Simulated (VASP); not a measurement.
A run of VASP 6.6.1 is set up as follows.

INCAR

```
SYSTEM = Pb
PREC = Accurate ; ENCUT = 320
EDIFF = 1E-7 ; ISMEAR = -1
SIGMA = 0.05 ; LREAL = .False.
LASPH = .True. ; NELM = 100
ALGO = Normal ; ISIF = 2
LWAVE = .False. ; LCHARG = .False.
GGA = PE
```

Contents of KPOINTS:

```
Automatic mesh
0
Gamma
  5 5 5
  0 0 0
```

The input POSCAR:

```
Pb
1.0
   10.0800000000      0.0000000000      0.0000000000
    0.0000000000     10.0800000000      0.0000000000
    0.0000000000      0.0000000000     10.0800000000
Pb
32
Direct
    0.0000000000      0.0000000000      0.0000000000
    0.0000000000      0.0000000000      0.5000000000
    0.0000000000      0.5000000000      0.0000000000
    0.0000000000      0.5000000000      0.5000000000
    0.5000000000      0.0000000000      0.0000000000
    0.5000000000      0.0000000000      0.5000000000
    0.5000000000      0.5000000000      0.0000000000
    0.5000000000      0.5000000000      0.5000000000
    0.0000000000      0.2500000000      0.2500000000
    0.0000000000      0.2500000000      0.7500000000
    0.0000000000      0.7500000000      0.2500000000
    0.0000000000      0.7500000000      0.7500000000
    0.5000000000      0.2500000000      0.2500000000
    0.5000000000      0.2500000000      0.7500000000
    0.5000000000      0.7500000000      0.2500000000
    0.5000000000      0.7500000000      0.7500000000
    0.2500000000      0.0000000000      0.2500000000
    0.2500000000      0.0000000000      0.7500000000
    0.2500000000      0.5000000000      0.2500000000
    0.2500000000      0.5000000000      0.7500000000
    0.7500000000      0.0000000000      0.2500000000
    0.7500000000      0.0000000000      0.7500000000
    0.7500000000      0.5000000000      0.2500000000
    0.7500000000      0.5000000000      0.7500000000
    0.2500000000      0.2500000000      0.0000000000
    0.2500000000      0.2500000000      0.5000000000
    0.2500000000      0.7500000000      0.0000000000
    0.2500000000      0.7500000000      0.5000000000
    0.7500000000      0.2500000000      0.0000000000
    0.7500000000      0.2500000000      0.5000000000
    0.7500000000      0.7500000000      0.0000000000
    0.7500000000      0.7500000000      0.5000000000
```

Potentials or basis: VASP PAW PBE potentials, release 64 (Pb_d).

Command:

```sh
$ cat potpaw_PBE.64/Pb_d/POTCAR > POTCAR
$ mpirun -np 1 vasp_std > vasp.out
```

Problem. Predict the pressure.

Solution. -0.9 GPa.

Problem. Estimate the band gap on the k mesh.

Solution. None (metal or under the smearing width).

The run has no spin-orbit coupling, so splittings on Pb are missing.
